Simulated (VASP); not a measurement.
An input for Quantum ESPRESSO's pw.x (written as the equivalent of a VASP run, and not itself run):

```
&CONTROL
  calculation = 'scf'
  pseudo_dir = './pseudo'
  outdir = './out'
  tprnfor = .true.
  tstress = .true.
/
&SYSTEM
  ibrav = 0
  nat = 2
  ntyp = 2
  ecutwfc = 84
  occupations = 'smearing'
  smearing = 'methfessel-paxton'
  degauss = 0.00735
  input_dft = 'pbe'
/
&ELECTRONS
  conv_thr = 7.3e-09
  electron_maxstep = 100
/
ATOMIC_SPECIES
  Al 26.982 Al.upf
  Ru 101.070 Ru.upf
CELL_PARAMETERS angstrom
     3.0013501    0.0000000    0.0000000
    -0.0000000    3.0013501   -0.0000000
     0.0000000    0.0000000    3.0013501
ATOMIC_POSITIONS crystal
  Al   0.5000000  0.5000000  0.5000000
  Ru   0.0000000  0.0000000  0.0000000
K_POINTS automatic
  12 12 12 0 0 0
```

**Question.** Translate this input to VASP (INCAR, KPOINTS, POSCAR, choice of POTCAR).

**Answer.** Several could match; the one computed here: 
INCAR:
```
! general
SYSTEM  = RuAl
PREC    = Accurate
ENCUT   = 480
LREAL   = .FALSE.
LASPH   = .TRUE.

! electronic loop
EDIFF   = 1E-7
NELM    = 100
ALGO    = Normal
LMAXMIX = 4

! smearing
ISMEAR  = 1
SIGMA   = 0.1

! functional
GGA     = PE

! ions
ISIF    = 2

! output
LWAVE   = .FALSE.
LCHARG  = .FALSE.
```

POSCAR:
```
RuAl
1
    3.0013501380     0.0000000000     0.0000000000
   -0.0000000000     3.0013501380    -0.0000000000
    0.0000000000     0.0000000000     3.0013501380
Al Ru
1 1
Direct
  0.5000000000   0.5000000000   0.5000000000
  0.0000000000   0.0000000000   0.0000000000
```

**KPOINTS**
```
Automatic mesh
0
Gamma
12 12 12
0 0 0
```

POTCAR, in this order: Al Ru_pv (PBE.64 set). Program: vasp_std.

Limits of the translation: the potentials are each code's own (VASP's PAW set, PseudoDojo norm-conserving files in pw.x), so ENCUT and ecutwfc are chosen apart and not converted; conv_thr bounds pw.x's estimated SCF error, while EDIFF bounds the energy change between steps.

The compound is RuAl in the CsCl type structure. It was relaxed first.
